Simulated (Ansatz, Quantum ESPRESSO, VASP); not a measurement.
## One structure in several programs: Cs (Im-3m, 1 atom in the cell)

Self-consistent single point.

```xyz
1
Lattice="-3.0555 3.0555 3.0555 3.0555 -3.0555 3.0555 3.0555 3.0555 -3.0555" Properties=species:S:1:pos:R:3 pbc="T T T"
Cs     0.0000     0.0000     0.0000
```

Shared settings, as Ansatz (a program for electronic structure) writes them: kpoints.mp_grid.grid = 5 5 5; magnetization.spin_orbit = true; scf.occupations.method = fermi_dirac; scf.occupations.width = 0.136 eV. Potentials and cutoffs stand in the table.

```tsv
code	model	pressure (GPa)	cutoff
VASP	PBE, spin-orbit coupling, VASP's PBE PAW potentials (set 64)	0.01	300 eV
Ansatz	PBE with spin-orbit coupling, default PAW files	0.04	420 eV
Quantum ESPRESSO	PBE, spin-orbit coupling, PseudoDojo fully relativistic norm-conserving (PBE) pseudopotentials	0.04	50 Ry
```

The spread over the programs that give each value: pressure within 0.03 GPa.

Ansatz's pressure is given at a fixed set of plane waves, as the other plane-wave codes print theirs.

VASP's run is marked for a possible Pulay error in its stress at this cutoff; no cutoff test was made.

The starting cell has typed, rounded lattice constants, without a prior relaxation at this level. Its lattice was rescaled by a random factor within 2.5 % of one.

Left out of this page: ABINIT (failed or unconverged); Elk, FLEUR and SIESTA (not drawn, or without a comparable value).

Keys are those of Ansatz 0.2.
